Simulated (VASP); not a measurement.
Given:

```
CELL_PARAMETERS angstrom
      3.18134     0.00000     0.00000
     -1.59067     2.75512     0.00000
      0.00000     0.00000     5.27433
ATOMIC_POSITIONS crystal
  B  0.66667 0.33333 0.50037
  B  0.33333 0.66667 0.00037
  P  0.66667 0.33333 0.87463
  P  0.33333 0.66667 0.37463
```

Computed with PBEsol GGA, VASP's PBE PAW potentials (set 64) (plane waves; VASP). Settings: 520 eV cut-off, 18×18×10 Γ-centred mesh, Gaussian smearing of 0.010 eV, potentials B P.

### Question
What does the run give for the energy per atom (σ→0), band gap (on the k-mesh) with the smallest direct gap where there is one?

### Answer

| Item | Value |
|---|---|
| band gap (on the k-mesh) | 0.83 eV |
| smallest direct gap (on the k-mesh) | 2.68 eV |
| energy per atom (σ→0) | -6.828 eV/atom |

Only differences to runs with the same potentials and settings are physical.

The structure comes from a computed database's BP entry (P6_3mc); how it stands against other phases isn't given here. It was relaxed first.
